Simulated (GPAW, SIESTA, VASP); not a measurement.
**Ti3S2: programs and potentials compared**

```
CELL_PARAMETERS angstrom
2.71311 1.56642 3.23762
-2.71311 1.56642 3.23762
0.00000 -3.13283 3.23762
ATOMIC_POSITIONS crystal
Ti 0.00504 0.33886 0.65433
Ti 0.66145 0.00702 0.33455
Ti 0.33258 0.65915 0.99989
S 0.14899 0.19212 0.16459
S 0.83772 0.83799 0.82778
```

The cell comes from a database or a generator and needn't be the stable form of this composition.

Atoms were shifted at random by some hundredths of an Å from the given cell, which wasn't relaxed again for these runs.

Alike in all runs: task single point; functional PBEsol; k mesh 6 × 6 × 6; occupations fermi-dirac, width 0.05 eV; no spin polarisation; no spin-orbit coupling. A missing gap at this level doesn't show that the real crystal is a metal. Pressure is positive in compression and, in plane waves, holds the error of the finite cutoff.

```tsv
program and potentials	plane-wave cutoff (eV)	notes	band gap (eV)	pressure (GPa)	largest force (eV/Å)	energy over the undisturbed cell (meV/atom)
SIESTA, files PseudoDojo sr-pbesol-0.4.1-standard, DZP (energy shift 0.003 Ry; two zetas on semicore shells)	-	atomic basis	no gap	-2.90	1.353	23.35
VASP, PBE PAW files S, Ti_sv, 520 eV	520	potentials made for PBE	no gap	-3.93	1.317	-
GPAW, PAW data sets generated for this functional	600	-	?	?	?	?
```

Q: Estimate from the other rows what the run with GPAW, PAW data sets generated for this functional gave.

A: No band gap; pressure -4.08 GPa; largest force 1.329 eV/Å; energy over the undisturbed cell 23.48 meV/atom. The other rows, which needn't bracket it: pressure -3.93 to -2.90; largest force 1.317 to 1.353; energy over the undisturbed cell 23.35.
